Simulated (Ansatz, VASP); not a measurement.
## Cross-check of ZrSi2 between VASP and Ansatz

Wanted: the spread between two codes on one cell, functional and k mesh.

Main program and level: Ansatz 0.2.0; plane waves, with VASP 6.6.1 beside it; single point at LDA.

The database entry behind the starting cell differs from later determinations by our own check (a about 0.3 % long), so it need not match the best structure at ambient conditions.

## 1. Starting point

It takes space group Cmcm (No. 63, orthorhombic). Conventional cell: a = 3.672 Å, b = 14.499 Å, c = 3.619 Å, α = 90.00°, β = 90.00°, γ = 90.00°. Nearest to Zr lie 10 Si at 2.68 to 2.94 Å. Si has 4 Si at 2.58 Å and 4 Zr at 2.78 to 2.79 Å nearest. Nearest to Si lie 2 Si at 2.39 Å and 6 Zr at 2.68 to 2.94 Å. Farther neighbours are not listed.

## 2. VASP: single point, LDA

A single point gives forces, pressure and levels at one fixed geometry, so differences don't come from the geometry; what else differs is listed under the comparison.

Lines of VASP's logs that name or quote its potential files are left out, and so is its time.

INCAR reads:

```
SYSTEM = ZrSi2
PREC = Normal
ENCUT = 300
EDIFF = 1E-05
NELM = 120
ISMEAR = 1
SIGMA = 0.2
LREAL = Auto
ALGO = Fast
GGA = CA
NBANDS = 148
LASPH = .TRUE.
LORBIT = 11
LWAVE = .FALSE.
LCHARG = .FALSE.
KPAR = 4
```

POSCAR reads:

```
ZrSi2
1.0
    1.8360200024      7.2495093275      3.6186721470
    1.8360200024     -7.2495093275      3.6186721470
   11.0161200144      0.0000000000      0.0000000000
Zr Si
12 24
Direct
    0.5201398387      0.7298601613      0.1250000000
    0.5201398387      0.7298601613      0.4583333333
    0.0201398387      0.2298601613      0.2916666667
    0.5201398387      0.7298601613      0.7916666667
    0.0201398387      0.2298601613      0.6250000000
    0.0201398387      0.2298601613      0.9583333333
    0.9798601613      0.7701398387      0.0416666667
    0.9798601613      0.7701398387      0.3750000000
    0.4798601613      0.2701398387      0.2083333333
    0.9798601613      0.7701398387      0.7083333333
    0.4798601613      0.2701398387      0.5416666667
    0.4798601613      0.2701398387      0.8750000000
    0.8754473365      0.3745526635      0.1250000000
    0.8754473365      0.3745526635      0.4583333333
    0.3754473365      0.8745526635      0.2916666667
    0.8754473365      0.3745526635      0.7916666667
    0.3754473365      0.8745526635      0.6250000000
    0.3754473365      0.8745526635      0.9583333333
    0.6245526635      0.1254473365      0.0416666667
    0.6245526635      0.1254473365      0.3750000000
    0.1245526635      0.6254473365      0.2083333333
    0.6245526635      0.1254473365      0.7083333333
    0.1245526635      0.6254473365      0.5416666667
    0.1245526635      0.6254473365      0.8750000000
    0.1785904285      0.0714095715      0.1250000000
    0.1785904285      0.0714095715      0.4583333333
    0.6785904285      0.5714095715      0.2916666667
    0.1785904285      0.0714095715      0.7916666667
    0.6785904285      0.5714095715      0.6250000000
    0.6785904285      0.5714095715      0.9583333333
    0.3214095715      0.4285904285      0.0416666667
    0.3214095715      0.4285904285      0.3750000000
    0.8214095715      0.9285904285      0.2083333333
    0.3214095715      0.4285904285      0.7083333333
    0.8214095715      0.9285904285      0.5416666667
    0.8214095715      0.9285904285      0.8750000000
```

KPOINTS reads:

```
Automatic mesh
0
Gamma
4 4 3
0 0 0
```

PAW data sets: Zr_sv and Si (LDA family, release 64).

Command:

```
$ mpirun -np 4 vasp_std
```

Numbers of over 12 decimals in the logs are rounded to 6 here.

Output:

```text
[banner, memory and clock lines left out]
running    4 mpi-ranks, on    1 nodes
[...]
LDA part: xc-table for (Slater(with rela. corr.)+CA(PZ))
 , standard interpolation
 POSCAR, INCAR and KPOINTS ok, starting setup
[...]
entering main loop
       N       E                     dE             d eps       ncg     rms          rms(c)
DAV:   1     0.133926681718E+04    0.13393E+04   -0.84476E+04  5112   0.101E+03
DAV:   2    -0.142627730935E+03   -0.14819E+04   -0.14261E+04  5816   0.316E+02
DAV:   3    -0.276700764999E+03   -0.13407E+03   -0.13182E+03  7224   0.751E+01
DAV:   4    -0.290249829987E+03   -0.13549E+02   -0.13500E+02  7656   0.202E+01
[...]
RMM:  15    -0.281824338229E+03   -0.20237E-04   -0.11877E-03  9395   0.626E-02    0.125E-01
RMM:  16    -0.281824350336E+03   -0.12107E-04   -0.57862E-04  9137   0.442E-02    0.514E-02
RMM:  17    -0.281824371039E+03   -0.20703E-04   -0.30160E-04  8527   0.288E-02    0.196E-02
WARNING in EDDRMM: call to ZHEGV failed, returncode =   6  3    121
RMM:  18    -0.281824385597E+03   -0.14558E-04   -0.15438E-04  6203   0.198E-02    0.629E-03
RMM:  19    -0.281824395069E+03   -0.94718E-05   -0.10964E-04  6235   0.171E-02    0.393E-03
RMM:  20    -0.281824400466E+03   -0.53968E-05   -0.67146E-05  5275   0.134E-02
   1 F= -.28182440E+03 E0= -.28182345E+03  d E =-.284808E-02
```

OUTCAR, selected parts (step 2):

```text
  Total       -5.3147668     -0.6161102      2.8191271      0.0000000      0.0000000     -0.2447029
  in kB      -14.7325624     -1.7078608      7.8146356      0.0000000      0.0000000     -0.6783178
  external PRESSURE =      -2.8752625 kB  Pullay stress =       0.0000000 kB

 POSITION                                       TOTAL-FORCE (eV/Angst)
 -----------------------------------------------------------------------------------
      3.67204     -1.52037      4.52334        -0.000000      0.008152      0.000000
      7.34408     -1.52037      4.52334         0.000000      0.008152      0.000000
      3.67204     -1.52037      0.90467        -0.000000      0.008152      0.000000
     11.01612     -1.52037      4.52334        -0.000000      0.008152      0.000000
      7.34408     -1.52037      0.90467        -0.000000      0.008152      0.000000
     11.01612     -1.52037      0.90467        -0.000000      0.008152      0.000000
      3.67204      1.52037      6.33268         0.000000     -0.008152      0.000000
      7.34408      1.52037      6.33268         0.000000     -0.008152      0.000000
      3.67204      1.52037      2.71400        -0.000000     -0.008152      0.000000
     11.01612      1.52037      6.33268        -0.000000     -0.008152      0.000000
      7.34408      1.52037      2.71400         0.000000     -0.008152      0.000000
     11.01612      1.52037      2.71400        -0.000000     -0.008152      0.000000
      3.67204      3.63124      4.52334        -0.000000     -0.001621      0.000000
      7.34408      3.63124      4.52334        -0.000000     -0.001621      0.000000
[...]
-----------------------------------------------------------------------------------
    total drift:                               -0.000014     -0.000002     -0.000000

  FREE ENERGIE OF THE ION-ELECTRON SYSTEM (eV)
  ---------------------------------------------------
  free  energy   TOTEN  =      -281.8244004657 eV

  energy  without entropy=     -281.8215523895  energy(sigma->0) =     -281.82345111

[... 3 further parts left out ...]
[key lines of the parts left out:]
E-fermi :  10.4638
```

The run ends at a pressure of -0.29 GPa, with forces up to 0.050 eV/Å.

## 3. Ansatz: single point, LDA

Ansatz runs on its default PAW (the set named soft_2) files.

The same cell, functional (in two slightly different forms), mesh and smearing now go to Ansatz, which takes its cutoff from its data sets.

input.yaml reads:

```yaml
crystal:
  lattice:
    - [1.8360200024, 7.2495093275, 3.618672147]
    - [1.8360200024, -7.2495093275, 3.618672147]
    - [11.0161200144, 0.0, 0.0]
  atoms:
    - { symbol: Zr, position: [0.5201398387, 0.7298601613, 0.125] }
    - { symbol: Zr, position: [0.5201398387, 0.7298601613, 0.4583333333] }
    - { symbol: Zr, position: [0.0201398387, 0.2298601613, 0.2916666667] }
    - { symbol: Zr, position: [0.5201398387, 0.7298601613, 0.7916666667] }
    - { symbol: Zr, position: [0.0201398387, 0.2298601613, 0.625] }
    - { symbol: Zr, position: [0.0201398387, 0.2298601613, 0.9583333333] }
    - { symbol: Zr, position: [0.9798601613, 0.7701398387, 0.0416666667] }
    - { symbol: Zr, position: [0.9798601613, 0.7701398387, 0.375] }
    - { symbol: Zr, position: [0.4798601613, 0.2701398387, 0.2083333333] }
    - { symbol: Zr, position: [0.9798601613, 0.7701398387, 0.7083333333] }
    - { symbol: Zr, position: [0.4798601613, 0.2701398387, 0.5416666667] }
    - { symbol: Zr, position: [0.4798601613, 0.2701398387, 0.875] }
    - { symbol: Si, position: [0.8754473365, 0.3745526635, 0.125] }
    - { symbol: Si, position: [0.8754473365, 0.3745526635, 0.4583333333] }
    - { symbol: Si, position: [0.3754473365, 0.8745526635, 0.2916666667] }
    - { symbol: Si, position: [0.8754473365, 0.3745526635, 0.7916666667] }
    - { symbol: Si, position: [0.3754473365, 0.8745526635, 0.625] }
    - { symbol: Si, position: [0.3754473365, 0.8745526635, 0.9583333333] }
    - { symbol: Si, position: [0.6245526635, 0.1254473365, 0.0416666667] }
    - { symbol: Si, position: [0.6245526635, 0.1254473365, 0.375] }
    - { symbol: Si, position: [0.1245526635, 0.6254473365, 0.2083333333] }
    - { symbol: Si, position: [0.6245526635, 0.1254473365, 0.7083333333] }
    - { symbol: Si, position: [0.1245526635, 0.6254473365, 0.5416666667] }
    - { symbol: Si, position: [0.1245526635, 0.6254473365, 0.875] }
    - { symbol: Si, position: [0.1785904285, 0.0714095715, 0.125] }
    - { symbol: Si, position: [0.1785904285, 0.0714095715, 0.4583333333] }
    - { symbol: Si, position: [0.6785904285, 0.5714095715, 0.2916666667] }
    - { symbol: Si, position: [0.1785904285, 0.0714095715, 0.7916666667] }
    - { symbol: Si, position: [0.6785904285, 0.5714095715, 0.625] }
    - { symbol: Si, position: [0.6785904285, 0.5714095715, 0.9583333333] }
    - { symbol: Si, position: [0.3214095715, 0.4285904285, 0.0416666667] }
    - { symbol: Si, position: [0.3214095715, 0.4285904285, 0.375] }
    - { symbol: Si, position: [0.8214095715, 0.9285904285, 0.2083333333] }
    - { symbol: Si, position: [0.3214095715, 0.4285904285, 0.7083333333] }
    - { symbol: Si, position: [0.8214095715, 0.9285904285, 0.5416666667] }
    - { symbol: Si, position: [0.8214095715, 0.9285904285, 0.875] }
hamiltonian:
  xc: lda
  pseudopotentials: { kind: paw }
kpoints:
  mp_grid: { grid: [4, 4, 3] }
scf:
  occupations: { method: methfessel_paxton, width: 0.2 }
  n_extra_bands: 13
output:
  forces: true
  stress: true
  eigenvalues: true
```

Command:

```
$ ansatz run input.yaml --threads 8 --pin off --max-ram 18432MiB --backend cpu --events-out ev --progress --plain --runs-dir out
```

Output:

```text
scf.n_extra_bands = 13 over 120 filled bands (N_el = 240.0): the run solves 133 bands
Engine: ansatz 0.2.0, aarch64-unknown-linux-gnu
Pseudopotentials: kind: paw
Pseudopotential: Zr, paw, valence charge 12, recommended cutoff 420 eV (normal), Zr.paw.azcp
Pseudopotential: Si, paw, valence charge 4, recommended cutoff 420 eV (normal), Si.paw.azcp
Functional definition: SPW92
  exchange = slater_x
  correlation = pw_c
Crystal: 36 atoms, lattice volume = 577.985 Å³
Basis set: ecut = 420 eV, 11297 PW (Γ)
Bands: 133, of which v1, the nominal top of the filled ones, is band 120 counted from 1 (119 counted from 0)
Symmetry: 24 space group operations
Space group: Cmcm (ITA 63), of the structure as read, at distance tolerance 8.3e-5 Å
k-points: 17 of 48
Non-local potential: Zr, projectors of the file, l = 0: 3, l = 1: 2, l = 2: 2, l = 3: 2
Non-local potential: Si, projectors of the file, l = 0: 2, l = 1: 2, l = 2: 2
PAW form: soft (Blöchl's): semilocal exchange-correlation on the pseudo side does not see the compensation charge
PAW frozen core: Zr, regenerated for the run's functional, and the local potential with it (the file was generated under x = pbe(κ = 0.804, μ = 0.219515), c = pbe(β = 0.066725))
PAW frozen core: Si, regenerated for the run's functional, and the local potential with it (the file was generated under x = pbe(κ = 0.804, μ = 0.219515), c = pbe(β = 0.066725))
PAW one-centre angular grid: Zr, 590 points (default); XC on 64 Gauss nodes
PAW one-centre angular grid: Si, 110 points (default); XC on 64 Gauss nodes
Initial density: superposition of atomic densities (neutral atoms: chi_scale 0, normalization atom), corrected by the library's trained network
Initial wavefunctions: pseudopotential atomic-orbital guess
Functional: x = slater, c = lda
SCF iter   1: F=—  HF=-63564.514868 eV  |F-HF|=—  |Δ(HF+E_count)|=         —  Δρ=5.68e-3  dr2=1.83e-1  ethr=1.77e-3  ⟨swp⟩=5.8  Hψ=9973  notcnv=0
preconditioner: auto → Kerker (q_TF=auto, 2.357 Å⁻¹)  [metal: Δε(μ)=0.007 eV  Ē_g=5.668 eV  σ=0.200 eV  W_gap=0.03  n_scr=126 (ndim 8)  ℏωp=18.5 eV  f_vac=0.000  D(μ)=8.85/eV (n_scr^D=42)]
SCF iter   2: F=—  HF=-63564.486218 eV  |F-HF|=—  |Δ(HF+E_count)|=   2.87e-2  S|Δr|=    0.00e0  Δρ=3.06e-3  dr2=5.16e-2  ethr=7.63e-5  ⟨swp⟩=2.1  Hψ=3181  notcnv=0
SCF iter   3: F=—  HF=-63564.475383 eV  |F-HF|=—  |Δ(HF+E_count)|=   1.08e-2  S|Δr|=    0.00e0  Δρ=5.14e-4  dr2=2.66e-3  ethr=2.15e-5  ⟨swp⟩=2.0  Hψ=2976  notcnv=0
SCF iter   4: F=—  HF=-63564.474671 eV  |F-HF|=—  |Δ(HF+E_count)|=   7.12e-4  S|Δr|=    0.00e0  Δρ=1.12e-4  dr2=8.25e-5  ethr=1.11e-6  ⟨swp⟩=2.0  Hψ=3308  notcnv=0
SCF iter   5: F=—  HF=-63564.474745 eV  |F-HF|=—  |Δ(HF+E_count)|=   7.41e-5  S|Δr|=    0.00e0  Δρ=1.97e-5  dr2=3.92e-6  ethr=3.44e-8  ⟨swp⟩=2.1  Hψ=4210  notcnv=0
SCF iter   6: F=-63564.474745 eV  HF=-63564.474745 eV  |F-HF|=3.03e-8  |Δ(HF+E_count)|=   4.07e-7  S|Δr|=    0.00e0  Δρ=4.02e-6  dr2=7.73e-8  ethr=4.17e-11  ⟨swp⟩=7.5  Hψ=10992  notcnv=0
SCF 1 converged in 6 iterations: F = -63564.474745 eV  dr2 = 7.73e-8
  greatest PAW one-centre occupation: 0.997 electrons in one spin orbital (limit 2), on the Zr atom at site 11 (counted from 0), in its partial waves of l = 0
SCF converged after 6 iterations
Stability not checked: this state was not tested for a lower state beside it, because cold or Methfessel-Paxton smearing, or corrected tetrahedra, fill the levels in a way that the test cannot read (fill_not_monotonic; see scf.lower_state_search)
Free energy (F): -63564.474745 eV
Harris-Foulkes:  -63564.474745 eV  (|F-HF|=3.03e-8)
Internal energy: -63564.471759 eV  (E = F + TS)
E sigma→0 (E₀):  -63564.473998 eV
Entropy (-TS):   -0.002986 eV (-0.083 meV/atom)
Fermi energy:    13.064918 eV
--- Per-component energies (eV) ---
  E_band       = -646.624301
  E_kinetic    = 5062.584001
  E_local      = -9020.230676  (includes V_loc(G=0)·N_el)
  E_nonlocal   = 1650.587975
  E_hartree    = 3109.078136
  E_xc         = -3292.655772
  E_vxc        = -3485.836671  (∫ρ·V_xc dr)
  E_paw        = -45857.623499  (= ΣΔE_a)
  E_vpaw       = -1071.881491  (= ΣTr[D̂ρ^β])
  E_aug_tail   = 0.000413  (compensation charges beyond the density's cutoff)
  E_ewald      = -15222.681084
  E_core_change = 6.468748  (= ΣΔE_core)
  E_smearing   = -0.002986  (= −TS)
  E_closure    = 0.000000  (closes the sum)
  Σ components = -63564.474745   (vs F -63564.474745, Δ=0.00e0)
--- Forces (eV/Å), atoms counted from 1 ---
  atom   1  Zr    -0.00000000     0.00608393     0.00000000
  atom   2  Zr    -0.00000000     0.00608393     0.00000000
  atom   3  Zr    -0.00000000     0.00608393    -0.00000000
  atom   4  Zr    -0.00000000     0.00608393     0.00000000
  atom   5  Zr    -0.00000000     0.00608393    -0.00000000
  atom   6  Zr    -0.00000000     0.00608393    -0.00000000
  atom   7  Zr     0.00000000    -0.00608393     0.00000000
  atom   8  Zr     0.00000000    -0.00608393     0.00000000
  atom   9  Zr     0.00000000    -0.00608393     0.00000000
  atom  10  Zr     0.00000000    -0.00608393     0.00000000
  atom  11  Zr     0.00000000    -0.00608393    -0.00000000
  atom  12  Zr     0.00000000    -0.00608393     0.00000000
  atom  13  Si    -0.00000000    -0.00102712     0.00000000
  atom  14  Si    -0.00000000    -0.00102712     0.00000000
  atom  15  Si    -0.00000000    -0.00102712    -0.00000000
  atom  16  Si    -0.00000000    -0.00102712    -0.00000000
  atom  17  Si    -0.00000000    -0.00102712     0.00000000
  atom  18  Si    -0.00000000    -0.00102712     0.00000000
  atom  19  Si     0.00000000     0.00102712     0.00000000
  atom  20  Si     0.00000000     0.00102712    -0.00000000
  atom  21  Si     0.00000000     0.00102712    -0.00000000
  atom  22  Si     0.00000000     0.00102712    -0.00000000
  atom  23  Si     0.00000000     0.00102712     0.00000000
  atom  24  Si     0.00000000     0.00102712     0.00000000
[...]
atom  29  Si     0.00000000     0.06005069     0.00000000
  atom  30  Si     0.00000000     0.06005069    -0.00000000
  atom  31  Si    -0.00000000    -0.06005069     0.00000000
  atom  32  Si    -0.00000000    -0.06005069     0.00000000
  atom  33  Si    -0.00000000    -0.06005069    -0.00000000
  atom  34  Si    -0.00000000    -0.06005069    -0.00000000
  atom  35  Si    -0.00000000    -0.06005069    -0.00000000
  atom  36  Si    -0.00000000    -0.06005069    -0.00000000
  max |Σ_I F_I| component: 4.86e-17 eV/Å
--- Stress (GPa, compression-positive) ---
       -1.355295      -0.000000      -0.057267
       -0.000000      -0.032855       0.000000
       -0.057267       0.000000       0.881926
  P = ⅓ Tr σ = -0.1687 GPa (-1.687 kbar)
--- Band table (eV; the first three rows and the last of 17) ---
  k-point 0: bands = [... 116 lower, 11.4780, 12.0536, 12.0536, 13.0692, 13.1144, 13.1144, 13.8743, 13.8743, ... 9 higher]
  k-point 1: bands = [... 116 lower, 11.2034, 11.6897, 12.3918, 13.5710, 13.5797, 13.6487, 13.8184, 13.8884, ... 9 higher]
  k-point 2: bands = [... 116 lower, 11.7312, 12.1606, 12.4069, 13.1272, 13.2747, 13.4732, 13.4888, 13.5945, ... 9 higher]
  k-point 16: bands = [... 116 lower, 12.1971, 12.4201, 12.6571, 12.8715, 13.1223, 13.2444, 13.2995, 13.4136, ... 9 higher]
```

Run time: 25 s. Hardware: 8 threads of Arm Neoverse N1, shared host; peak memory 4.3 GiB.

Reading the cycles: dr2 is the Hartree energy of the density residual (eV), the measure of convergence; HF is the Harris–Foulkes estimate of the energy, which meets the free energy F at convergence.

The run ends at a pressure of -0.17 GPa, with forces up to 0.060 eV/Å.

## 4. Comparison

Known differences besides the potentials themselves: the two LDA forms differ slightly; the cutoff is 420 eV in Ansatz and 300 eV in VASP (PREC = Normal, projectors in real space); VASP's log shows a relativistic correction to its local exchange, Ansatz's none. Total energies have different zeros and are not compared.

Compared:

```csv
quantity,Ansatz,VASP,difference
pressure (GPa),-0.17,-0.29,+0.12
```

At this near-relaxed geometry the largest component of a force difference is 10 meV/Å. Ansatz's pressure holds a Pulay correction of 0.04 GPa; VASP's holds none.

## 5. Results

| Item | Value |
| --- | --- |
| difference in pressure (single point, LDA) | 0.12 GPa |

What this shows: The difference in pressure is 0.12 GPa (single point, LDA), within the 1 GPa picked in this series as the mark of a large difference. How closely two codes agree says nothing of how well the functional describes the real material.

[Lines on the potential files, build, host, timing and source positions are cut from VASP's logs without a mark.]

[Logs are printed without paths, hosts, clocks, repeated set-up lines and the standing remarks that a program may print on its own settings, such as how far it seeks lower states.]

[Hosts, paths, dates, database ids (printed as entryN), source tags and the programs' standing remarks are cut or masked in the printed files.]
